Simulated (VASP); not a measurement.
Consider the following.

```xyz
6
Lattice="1.5700 -2.7194 0.0000 1.5700 2.7194 0.0000 0.0000 0.0000 12.5166" Properties=species:S:1:pos:R:3 pbc="T T T"
Mo     1.5700     0.9065     3.1291
Mo     1.5700    -0.9065     9.3874
S      1.5700     0.9065    10.9470
S      1.5700    -0.9065     4.6888
S      1.5700    -0.9065     1.5695
S      1.5700     0.9065     7.8278
```

All values below come from PBEsol GGA, VASP's PBE PAW potentials (set 64) (plane waves; VASP). Numerical set-up: 500 eV cut-off, 8×8×2 Γ-centred mesh, Gaussian smearing of 0.050 eV, potentials Mo_sv S.

Energy and stress use the plane-wave basis of the starting cell. Without a dispersion term in the relaxation, distances and binding between the weakly bound layers, chains or molecules are unreliable, and so is what depends on them.

Q: The ions, cell shape and volume at an external pressure of 5.0 GPa are relaxed. Give the cell that the relaxation ends in.

A: 
```xyz
6
Lattice="1.5506 -2.6856 0.0000 1.5506 2.6856 0.0000 0.0000 0.0000 11.6206" Properties=species:S:1:pos:R:3 pbc="T T T"
Mo     1.5506     0.8952     2.9052
Mo     1.5506    -0.8952     8.7155
S      1.5506     0.8952    10.2797
S      1.5506    -0.8952     4.4694
S      1.5506    -0.8952     1.3409
S      1.5506     0.8952     7.1512
```
Space group P6_3/mmc (194), at a tolerance of 0.03 Å.

Q: How do energy and volume change from the first to the last step?

A: The energy (σ→0) changes by +22.3 meV/atom and the volume by -9.4 %, in 13 ionic steps.

The compound is MoS2 in the 2H layered structure. This run relaxes it under an external pressure of 5 GPa. Symmetry was kept, so distortions that lower it aren't found.
